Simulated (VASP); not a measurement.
## FeGe: cell size against the level of theory

Which functional gives the lattice of FeGe as experiment finds it, and is a dearer one worth its cost? The levels: LDA, PBEsol, PBE, r2SCAN, PBE + D3(BJ), r2SCAN + rVV10, BLYP + D3(BJ) and RPBE. The start is a cell from a database of measured crystal structures.

Calculated with VASP 6.6.1; LDA, spin-polarised from a ferromagnetic start; plane waves and PAW (Fe, Ge_d), in the first sound run; inputs show where later runs differ.

**What experiment says.**

“Chiral magnetic excitations in FeGe films” (2016, arxiv:1608.03582) quotes from earlier work for FeGe, cubic B20 (bulk, quoted from earlier work, 290 K): lattice constant a (bulk cubic lattice constant) 4.701 Å [Literature value cited for bulk FeGe].

The database entry behind the starting cell differs from later determinations by our own check (about 0.2 % short), so it need not match the best structure at ambient conditions.

## Step 1: Starting point

Before any relaxation, the start is as follows. It takes space group P2_13 (No. 198, cubic). The conventional cell has a = 4.689 Å, b = 4.689 Å, c = 4.689 Å, α = 90.00°, β = 90.00°, γ = 90.00°. Nearest to Fe lie 7 Ge at 2.38 to 2.64 Å. Nearest to Ge lie 7 Fe at 2.38 to 2.64 Å. Farther neighbours are not listed.

## Step 2: Relaxation with LDA

Properties are meant for the cell that this level of theory prefers, so cell and atoms are relaxed first (ISIF = 3) until forces and stress are small; EDIFFG sets the threshold. LDA, the lowest rung, knows the local density alone.

Input file INCAR:

```
SYSTEM = FeGe
PREC = Accurate
ENCUT = 520
EDIFF = 1E-06
NELM = 100
ISMEAR = -1
SIGMA = 0.05
LREAL = .FALSE.
ALGO = Normal
GGA = CA
NBANDS = 65
ISPIN = 2
MAGMOM = 3 3 3 3 0 0 0 0
LASPH = .TRUE.
LMAXMIX = 4
LORBIT = 11
LWAVE = .FALSE.
LCHARG = .FALSE.
KPAR = 8
IBRION = 2
NSW = 60
ISIF = 3
EDIFFG = -0.01
```

Input file POSCAR:

```
FeGe
1.0
    4.6890000000      0.0000000000      0.0000000000
    0.0000000000      4.6890000000      0.0000000000
    0.0000000000      0.0000000000      4.6890000000
Fe Ge
4 4
Direct
    0.1350000000      0.1350000000      0.1350000000
    0.3650000000      0.8650000000      0.6350000000
    0.6350000000      0.3650000000      0.8650000000
    0.8650000000      0.6350000000      0.3650000000
    0.8420000000      0.8420000000      0.8420000000
    0.6580000000      0.1580000000      0.3420000000
    0.3420000000      0.6580000000      0.1580000000
    0.1580000000      0.3420000000      0.6580000000
```

Input file KPOINTS:

```
Automatic mesh
0
Gamma
5 5 5
0 0 0
```

Potentials, in the order of the species: Fe and Ge_d (PBE family, release 64).

The run is started by

```
mpirun -np 8 vasp_std
```

The log of the run:

```text
[banner, memory and clock lines left out]
running    8 mpi-ranks, on    1 nodes
 distrk:  each k-point on    1 cores,    8 groups
 distr:  one band on    1 cores,    1 groups

 POSCAR found type information on POSCAR FeGe
 POSCAR found :  2 types and       8 ions
|                                                                             |
|           W    W    AA    RRRRR   N    N  II  N    N   GGGG   !!!           |
|           W    W   A  A   R    R  NN   N  II  NN   N  G    G  !!!           |
|           W    W  A    A  R    R  N N  N  II  N N  N  G       !!!           |
|           W WW W  AAAAAA  RRRRR   N  N N  II  N  N N  G  GGG   !            |
|           WW  WW  A    A  R   R   N   NN  II  N   NN  G    G                |
|           W    W  A    A  R    R  N    N  II  N    N   GGGG   !!!           |
|                                                                             |
|     For optimal performance we recommend to set                             |
|       NCORE = 2 up to number-of-cores-per-socket                            |
|     NCORE specifies how many cores store one orbital (NPAR=cpu/NCORE).      |
|     This setting can greatly improve the performance of VASP for DFT.       |
|     The default, NCORE=1 might be grossly inefficient on modern             |
|     multi-core architectures or massively parallel machines. Do your        |
|     Unfortunately you need to use the default for GW and RPA                |
|     calculations (for HF NCORE is supported but not extensively tested      |
|     yet).                                                                   |
|                                                                             |

|                                                                             |
|               ----> ADVICE to this user running VASP <----                  |
|                                                                             |
|     You enforced a specific xc type in the INCAR file but a different       |
|     [... a line on the potential file left out ...]
|     I HOPE YOU KNOW WHAT YOU ARE DOING!                                     |
|                                                                             |

 LDA part: xc-table for (Slater(with rela. corr.)+CA(PZ))
 , standard interpolation
 POSCAR, INCAR and KPOINTS ok, starting setup
 FFT: planning ... GRIDC
 FFT: planning ... GRID_SOFT
 FFT: planning ... GRID
 WAVECAR not read
 entering main loop
       N       E                     dE             d eps       ncg     rms          rms(c)
DAV:   1     0.970915679823E+03    0.97092E+03   -0.34089E+04  3613   0.360E+03
DAV:   2     0.149787649342E+03   -0.82113E+03   -0.75606E+03  2860   0.863E+02
DAV:   3    -0.472462339833E+02   -0.19703E+03   -0.18436E+03  2869   0.242E+02
DAV:   4    -0.645179883419E+02   -0.17272E+02   -0.16936E+02  3172   0.821E+01
DAV:   5    -0.649121783470E+02   -0.39419E+00   -0.39324E+00  3146   0.144E+01    0.275E+01
DAV:   6    -0.706822914182E+02   -0.57701E+01   -0.49297E+01  3524   0.701E+01    0.320E+01
DAV:   7    -0.596734016101E+02    0.11009E+02   -0.34020E+01  3270   0.550E+01    0.550E+00
DAV:   8    -0.596649707804E+02    0.84308E-02   -0.20493E+00  3264   0.640E+00    0.279E+00
DAV:   9    -0.595957213743E+02    0.69249E-01   -0.10331E-01  3665   0.253E+00    0.141E+00
DAV:  10    -0.595844046568E+02    0.11317E-01   -0.17175E-02  3382   0.905E-01    0.393E-01
DAV:  11    -0.595833606921E+02    0.10440E-02   -0.27344E-03  3370   0.416E-01    0.126E-01
DAV:  12    -0.595832648492E+02    0.95843E-04   -0.41372E-04  3848   0.136E-01    0.789E-02
DAV:  13    -0.595832459576E+02    0.18892E-04   -0.40805E-05  3152   0.452E-02    0.287E-02
DAV:  14    -0.595832455795E+02    0.37810E-06   -0.64347E-06  2840   0.196E-02
   1 F= -.59583246E+02 E0= -.59551886E+02  d E =-.595832E+02  mag=     4.0032
 curvature:   0.00 expect dE= 0.000E+00 dE for cont linesearch  0.000E+00
 trial: gam= 0.00000 g(F)=  0.125E-01 g(S)=  0.160E+01 ort = 0.000E+00 (trialstep = 0.100E+01)
 search vector abs. value=  0.161E+01
 bond charge predicted
       N       E                     dE             d eps       ncg     rms          rms(c)
DAV:   1    -0.876371057098E+02   -0.28054E+02   -0.33517E+02  3363   0.182E+02    0.426E+01
DAV:   2    -0.707750841362E+02    0.16862E+02   -0.61334E+01  3370   0.113E+02    0.232E+01
DAV:   3    -0.634238422754E+02    0.73512E+01   -0.31520E+01  3422   0.664E+01    0.150E+01
DAV:   4    -0.597491648588E+02    0.36747E+01   -0.55514E+00  3845   0.219E+01    0.495E+00
DAV:   5    -0.595329818788E+02    0.21618E+00   -0.93163E-01  3269   0.889E+00    0.211E+00
DAV:   6    -0.595302683232E+02    0.27136E-02   -0.38443E-02  4090   0.160E+00    0.898E-01
DAV:   7    -0.595301206890E+02    0.14763E-03   -0.33039E-03  3951   0.526E-01    0.351E-01
DAV:   8    -0.595301137102E+02    0.69788E-05   -0.96615E-04  3391   0.261E-01    0.133E-01
DAV:   9    -0.595301565310E+02   -0.42821E-04   -0.71197E-05  3363   0.737E-02    0.587E-02
DAV:  10    -0.595301680760E+02   -0.11545E-04   -0.14133E-05  3451   0.256E-02    0.345E-02
DAV:  11    -0.595301782832E+02   -0.10207E-04   -0.85271E-06  2617   0.277E-02    0.248E-02
DAV:  12    -0.595301834728E+02   -0.51896E-05   -0.64842E-06  3090   0.183E-02    0.143E-02
DAV:  13    -0.595301854849E+02   -0.20120E-05   -0.27881E-06  1918   0.132E-02    0.779E-03
DAV:  14    -0.595301860039E+02   -0.51902E-06   -0.15065E-06  1592   0.819E-03
   2 F= -.59530186E+02 E0= -.59501461E+02  d E =0.530596E-01  mag=     0.0005
[... from here on, the cycles between the ionic steps are left out ...]
   3 F= -.60003936E+02 E0= -.59969024E+02  d E =-.420691E+00  mag=     0.0004
   4 F= -.60006359E+02 E0= -.59971880E+02  d E =-.423113E+00  mag=     0.0003
   5 F= -.60006230E+02 E0= -.59971896E+02  d E =-.422984E+00  mag=     0.0002
   6 F= -.60019862E+02 E0= -.59987148E+02  d E =-.136327E-01  mag=     0.0001
   7 F= -.60020675E+02 E0= -.59988488E+02  d E =-.144454E-01  mag=     0.0001
   8 F= -.60020185E+02 E0= -.59987569E+02  d E =0.489513E-03  mag=     0.0001
   9 F= -.60021973E+02 E0= -.59989603E+02  d E =-.129847E-02  mag=     0.0001
  10 F= -.60021957E+02 E0= -.59989598E+02  d E =-.128178E-02  mag=     0.0000
  11 F= -.60021970E+02 E0= -.59989603E+02  d E =-.129518E-02  mag=     0.0000
  12 F= -.60022015E+02 E0= -.59989696E+02  d E =-.450344E-04  mag=     0.0000
 trial-energy change:   -0.000045  1 .order   -0.000043   -0.000050   -0.000035
 step:   2.8139(harm=  2.8139)  dis= 0.00130  next Energy=   -60.022053 (dE=-0.827E-04)
 bond charge predicted
       N       E                     dE             d eps       ncg     rms          rms(c)
DAV:   1    -0.600220441771E+02   -0.28851E-04   -0.41400E-02  3178   0.765E-01    0.557E-02
DAV:   2    -0.600220726027E+02   -0.28426E-04   -0.68799E-04  3712   0.185E-01    0.370E-02
DAV:   3    -0.600220607660E+02    0.11837E-04   -0.93921E-05  3304   0.101E-01    0.286E-02
DAV:   4    -0.600220494882E+02    0.11278E-04   -0.19792E-05  3380   0.445E-02    0.720E-03
DAV:   5    -0.600220486648E+02    0.82347E-06   -0.26300E-06  2398   0.115E-02
  13 F= -.60022049E+02 E0= -.59989840E+02  d E =-.785177E-04  mag=     0.0000
 curvature:  -1.42 expect dE=-0.315E-05 dE for cont linesearch -0.310E-05
 trial: gam= 0.00000 g(F)=  0.222E-05 g(S)=  0.525E-09 ort =-0.114E-04 (trialstep = 0.125E+01)
 search vector abs. value=  0.222E-05
 reached required accuracy - stopping structural energy minimisation
```

It took 1.7 min on 8 MPI ranks of Intel Xeon 6975P-C (Granite Rapids), shared host; peak memory 2.5 GiB.

The logs omit lines about the potential files and the build; timing stands in the text.

From OUTCAR (step 2):

```text
ion  position               nearest neighbor table
   1  0.135  0.135  0.135-   5 2.38   8 2.44   7 2.44   6 2.44   7 2.64   8 2.64   6 2.64   2 2.87
                             4 2.87   2 2.87   4 2.87   3 2.87   3 2.87
   2  0.365  0.865  0.635-   6 2.38   7 2.44   5 2.44   8 2.44   7 2.64   8 2.64   5 2.64   1 2.87
                             3 2.87   1 2.87   3 2.87   4 2.87   4 2.87
   3  0.635  0.365  0.865-   7 2.38   6 2.44   5 2.44   8 2.44   8 2.64   6 2.64   5 2.64   4 2.87
                             2 2.87   2 2.87   4 2.87   1 2.87   1 2.87
   4  0.865  0.635  0.365-   8 2.38   5 2.44   7 2.44   6 2.44   6 2.64   5 2.64   7 2.64   3 2.87
                             1 2.87   1 2.87   3 2.87   2 2.87   2 2.87
   5  0.842  0.842  0.842-   1 2.38   4 2.44   3 2.44   2 2.44   3 2.64   4 2.64   2 2.64   6 2.90
                             7 2.90   8 2.90   6 2.90   8 2.90   7 2.90
   6  0.658  0.158  0.342-   2 2.38   3 2.44   1 2.44   4 2.44   3 2.64   4 2.64   1 2.64   8 2.90
                             5 2.90   5 2.90   7 2.90   7 2.90   8 2.90
   7  0.342  0.658  0.158-   3 2.38   2 2.44   1 2.44   4 2.44   4 2.64   2 2.64   1 2.64   8 2.90
                             5 2.90   8 2.90   6 2.90   6 2.90   5 2.90
   8  0.158  0.342  0.658-   4 2.38   1 2.44   3 2.44   2 2.44   2 2.64   1 2.64   3 2.64   7 2.90
                             5 2.90   7 2.90   5 2.90   6 2.90   6 2.90

  LATTYP: Found a simple cubic cell.
 ALAT       =     4.6890000000

 Subroutine GETGRP returns: Found 12 space group operations
 (whereof  3 operations were pure point group operations)

The static configuration has the point symmetry C_3 .
 The point group associated with its full space group is T   .

 Found     11 irreducible k-points:

   k-points           NKPTS =     11   k-points in BZ     NKDIM =     11   number of bands    NBANDS=     65

   dimension x,y,z NGX =    36 NGY =   36 NGZ =   36
   dimension x,y,z NGXF=    72 NGYF=   72 NGZF=   72

   ENCUT  =  520.0 eV  38.22 Ry    6.18 a.u.   8.72  8.72  8.72*2*pi/ulx,y,z

   NELECT =      88.0000    total number of electrons

 k-points in reciprocal lattice and weights: Automatic mesh
   0.00000000  0.00000000  0.00000000       0.008
   0.20000000  0.00000000  0.00000000       0.048
   0.40000000  0.00000000  0.00000000       0.048
   0.20000000  0.20000000  0.00000000       0.096
   0.40000000  0.20000000  0.00000000       0.096
  -0.20000000  0.40000000  0.00000000       0.096
   0.40000000  0.40000000  0.00000000       0.096
   0.20000000  0.20000000  0.20000000       0.064
   0.40000000  0.20000000  0.20000000       0.192
   0.40000000  0.40000000  0.20000000       0.192
   0.40000000  0.40000000  0.40000000       0.064

 average (electrostatic) potential at core
       1 -39.7635       2 -39.7635       3 -39.7635       4 -39.7635       5 -69.8227
       6 -69.8227       7 -69.8227       8 -69.8227

 E-fermi :   8.6530

 spin component 1
 k-point     1 :       0.0000    0.0000    0.0000
  band No.  band energies     occupation
    ...
     40       8.3854      0.99529
     41       8.3854      0.99529
     42       8.3854      0.99529
     43       8.5523      0.88234
     44       8.5523      0.88234
     45       9.1107      0.00011
     46       9.1107      0.00011
     47       9.1107      0.00011
     48      11.1150      0.00000
     49      11.1150      0.00000
    ...

 k-point     2 :       0.2000    0.0000    0.0000
  band No.  band energies     occupation
    ...
     40       8.0641      0.99999
     41       8.2254      0.99981
     42       8.4721      0.97390
     43       8.5585      0.86887
     44       8.5984      0.74885
     45       8.8886      0.00891
     46       9.0084      0.00082
     47       9.7112      0.00000
     48      10.5200      0.00000
     49      10.7794      0.00000
    ...

 k-point     3 :       0.4000    0.0000    0.0000
  band No.  band energies     occupation
    ...
     40       7.6499      1.00000
     41       8.2149      0.99984
     42       8.3271      0.99853
     43       8.5568      0.87263
     44       8.5933      0.76764
     45       8.7913      0.05928
     46       8.7989      0.05135
     47      10.1384      0.00000
     48      10.3290      0.00000
     49      10.3822      0.00000
    ...

 k-point     4 :       0.2000    0.2000    0.0000
  band No.  band energies     occupation
    ...
     40       8.0471      0.99999
     41       8.0963      0.99999
     42       8.3111      0.99893
     43       8.4975      0.95733
     44       8.5867      0.79029
     45       8.7832      0.06898
     46       9.0715      0.00023
     47       9.7406      0.00000
     48      10.4738      0.00000
     49      10.7298      0.00000
    ...

 k-point     5 :       0.4000    0.2000    0.0000
  band No.  band energies     occupation
    ...
     40       7.6721      1.00000
     41       8.1121      0.99998
     42       8.1382      0.99997
     43       8.4684      0.97568
     44       8.5513      0.88433
     45       8.6998      0.28185
     46       8.8770      0.01122
     47       9.9634      0.00000
     48      10.2519      0.00000
     49      10.8663      0.00000
    ...

 k-point     6 :      -0.2000    0.4000    0.0000
  band No.  band energies     occupation
    ...
     40       7.7028      1.00000
     41       8.0592      0.99999
     42       8.1177      0.99998
     43       8.4858      0.96595
     44       8.5691      0.84280
     45       8.7198      0.20838
     46       8.9094      0.00590
     47      10.0393      0.00000
     48      10.4577      0.00000
     49      10.5925      0.00000
    ...

  Total        0.0001704      0.0001704      0.0001704     -0.0000000      0.0000000     -0.0000000
  in kB        0.0029070      0.0029070      0.0029070     -0.0000000      0.0000000     -0.0000000
  external PRESSURE =       0.0029070 kB  Pullay stress =       0.0000000 kB

  energy-cutoff  :      520.00
  volume of cell :       93.89
      direct lattice vectors                 reciprocal lattice vectors
     4.545115988  0.000000000 -0.000000000     0.220016387 -0.000000000  0.000000000
     0.000000000  4.545115988 -0.000000000    -0.000000000  0.220016387 -0.000000000
    -0.000000000  0.000000000  4.545115988     0.000000000  0.000000000  0.220016387

 POSITION                                       TOTAL-FORCE (eV/Angst)
 -----------------------------------------------------------------------------------
      0.61258      0.61258      0.61258         0.001868      0.001868      0.001868
      1.65998      3.93253      2.88514        -0.001868     -0.001868      0.001868
      2.88514      1.65998      3.93253         0.001868     -0.001868     -0.001868
      3.93253      2.88514      1.65998        -0.001868      0.001868     -0.001868
      3.81230      3.81230      3.81230         0.000589      0.000589      0.000589
      3.00537      0.73282      1.53974        -0.000589     -0.000589      0.000589
      1.53974      3.00537      0.73282         0.000589     -0.000589     -0.000589
      0.73282      1.53974      3.00537        -0.000589      0.000589     -0.000589
 -----------------------------------------------------------------------------------
    total drift:                               -0.000000     -0.000000     -0.000000

  FREE ENERGIE OF THE ION-ELECTRON SYSTEM (eV)
  ---------------------------------------------------
  free  energy   TOTEN  =       -60.0220486648 eV

  energy  without entropy=      -59.9576318097  energy(sigma->0) =      -59.98984024

 reached required accuracy - stopping structural energy minimisation

 total charge
# of ion       s       p       d       tot
------------------------------------------
    1        0.409   0.569   6.594   7.571
    2        0.409   0.569   6.594   7.571
    3        0.409   0.569   6.594   7.571
    4        0.409   0.569   6.594   7.571
    5        1.115   1.323  10.160  12.597
    6        1.115   1.323  10.160  12.597
    7        1.115   1.323  10.160  12.597
    8        1.115   1.323  10.160  12.597
--------------------------------------------------
tot          6.095   7.564  67.013  80.673

 magnetization (x)
# of ion       s       p       d       tot
------------------------------------------
    1        0.000   0.000   0.000   0.000
    2        0.000   0.000   0.000   0.000
    3        0.000   0.000   0.000   0.000
    4        0.000   0.000   0.000   0.000
    5       -0.000  -0.000   0.000  -0.000
    6       -0.000  -0.000   0.000  -0.000
    7       -0.000  -0.000   0.000  -0.000
    8       -0.000  -0.000   0.000  -0.000
--------------------------------------------------
tot         -0.000  -0.000   0.000   0.000

[... 3 further parts left out ...]
```

The moments of the start collapse, so the state is non-magnetic; other starts or orders were not tried. The gap is read on the k-mesh alone, so it is an upper bound where the band edges lie off the mesh. The PAW data sets were made with PBE, though LDA sets exist; this is a small mismatch. After so large a change of volume the plane waves of the start cell no longer fit, so the final stress carries a basis-set error. The run keeps the 12 symmetry operations of its start, so it cannot find a distortion of lower symmetry.

The steps of the relaxation:

```csv
step,energy less that of the first step (eV),largest force (eV/Å),pressure (GPa),volume (Å³)
1,0.0000,0.2101,-14.61,103.10
2,0.0531,0.5930,22.32,86.54
3,-0.4207,0.3539,-1.36,94.42
4,-0.4231,0.3442,-0.18,93.89
5,-0.4230,0.3430,0.34,93.71
6,-0.4366,0.0933,0.81,93.54
7,-0.4374,0.0133,0.96,93.48
8,-0.4369,0.0465,-0.93,94.38
9,-0.4387,0.0170,-0.08,93.87
10,-0.4387,0.0152,0.21,93.84
11,-0.4387,0.0168,0.00,93.86
12,-0.4388,0.0107,0.05,93.87
13,-0.4388,0.0032,0.00,93.89
```

```csv
"conventional cell, symmetrised",before,after,change
a (Å),4.689,4.545,-3.1 %
b (Å),4.689,4.545,-3.1 %
c (Å),4.689,4.545,-3.1 %
volume (Å³/atom),12.89,11.74,-8.9 %
```

The atoms that moved most (Å, as changes of fractional coordinates times the final cell):

```csv
atom,dx,dy,dz,length
Ge7,-0.015,0.015,0.015,0.025
Ge8,0.015,-0.015,0.015,0.025
Ge6,0.015,0.015,-0.015,0.025
Ge5,-0.015,-0.015,-0.015,0.025
```

Final coordinates:

```xyz
8
Lattice="4.5451 0.0000 0.0000 0.0000 4.5451 0.0000 0.0000 0.0000 4.5451" Properties=species:S:1:pos:R:3 pbc="T T T"
Fe    0.6126    0.6126    0.6126
Fe    1.6600    3.9325    2.8851
Fe    2.8851    1.6600    3.9325
Fe    3.9325    2.8851    1.6600
Ge    3.8123    3.8123    3.8123
Ge    3.0054    0.7328    1.5397
Ge    1.5397    3.0054    0.7328
Ge    0.7328    1.5397    3.0054
```

This step gave:

```
electrons                       : 88
bands                           : 65
irreducible k-points            : 11
symmetry operations             : 12
free energy (TOTEN)             : -60.0220 eV
energy at zero smearing         : -59.9898 eV
Fermi energy                    : 8.653 eV
pressure                        : 2.91e-4 GPa
metallic                        : no
valence top at k                : 0.2, 0, 0
conduction bottom at k          : 0.4, 0.2, 0
least direct gap at k           : 0.4, 0.2, 0
SCF cycles over all ionic steps : 99
gap on the k-mesh               : 0.1014 eV
least direct gap on the k-mesh  : 0.1485 eV
```

The spin moment in the PAW sphere vanishes on all atoms.

It ends with a largest force of 0.003 eV/Å and a pressure of 0.00 GPa. The volume lies -8.9 % from that of the database's start, which holds the thermal and zero-point expansion of its experiment. LDA is known to overbind. The conventional cell has a = 4.545 Å. The moments are lost on the way, which shrinks a magnet's cell; a magnetic solution may have been missed.

(Part 1 of 4 ends here.)

[Lines on the potential files, build, host, timing and source positions are cut from VASP's logs without a mark.]

[Logs are printed without paths, hosts, clocks, repeated set-up lines and the standing remarks that a program may print on its own settings, such as how far it seeks lower states.]

[Hosts, paths, dates, database ids (printed as entryN), source tags and the programs' standing remarks are cut or masked in the printed files.]

[A measured line is paired with the nearest computed mode of its activity, which favours agreement.]
